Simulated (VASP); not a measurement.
Computed with PBE GGA with D4 dispersion, VASP's PBE PAW potentials (set 64) (plane waves; VASP).

The input files of a VASP run:

File POSCAR:
```
SrCl2
1
    0.0000000000     3.4187555194     3.4187555194
    3.4187555194     0.0000000000     3.4187555194
    3.4187555194     3.4187555194     0.0000000000
Sr Cl
1 2
Direct
  0.0000000000   0.0000000000   0.0000000000
  0.2500000000   0.2500000000   0.2500000000
  0.7500000000   0.7500000000   0.7500000000
```

INCAR:
```
ENCUT=520   # plane-wave cut-off (eV)
SIGMA=0.05
LCHARG=.FALSE.
IVDW=13   # D4
LASPH=.TRUE.
PREC=Accurate
GGA=PE
SYSTEM=SrCl2
EDIFF=1E-7
ISIF=2   # forces and stress, cell fixed
LWAVE=.FALSE.
ALGO=Normal   # blocked Davidson
LREAL=.FALSE.   # projection in real space or not
LMAXMIX=4   # l cut-off of mixed one-centre charges
ISMEAR=0
NELM=100
```

KPOINTS:
```
Regular mesh
0
gamma
  6 6 6
0 0 0
```

POTCAR, in this order: Sr_sv Cl (PBE.64 set). Program: vasp_std.

Task: Predict the energy per atom (σ→0), dispersion energy, pressure, band gap (on the k-mesh).

Result: 
```
Property                          Result
------------------------  --------------
energy per atom (σ→0)     -4.442 eV/atom
dispersion energy           -59.7 kJ/mol
band gap (on the k-mesh)         5.47 eV
pressure                        2.47 GPa
```

File OSZICAR:
```
...
DAV:   8    -0.127053598719E+02   -0.11760E-02   -0.68519E-02   616   0.155E+00    0.374E-01
DAV:   9    -0.127066057223E+02   -0.12459E-02   -0.21617E-03   720   0.315E-01    0.139E-01
DAV:  10    -0.127079866712E+02   -0.13809E-02   -0.11887E-03   536   0.231E-01    0.376E-02
DAV:  11    -0.127080674453E+02   -0.80774E-04   -0.10658E-04   792   0.580E-02    0.401E-02
DAV:  12    -0.127080784254E+02   -0.10980E-04   -0.16260E-05   576   0.234E-02    0.128E-02
DAV:  13    -0.127080817379E+02   -0.33125E-05   -0.60278E-06   704   0.145E-02    0.471E-03
DAV:  14    -0.127080817130E+02    0.24888E-07   -0.20539E-07   608   0.317E-03
   1 F= -.13326344E+02 E0= -.13326344E+02  d E =-.642268E-24
```

The compound is SrCl2 in the fluorite structure. This cell is one point of a volume scan, at 0.94 of the reference volume.
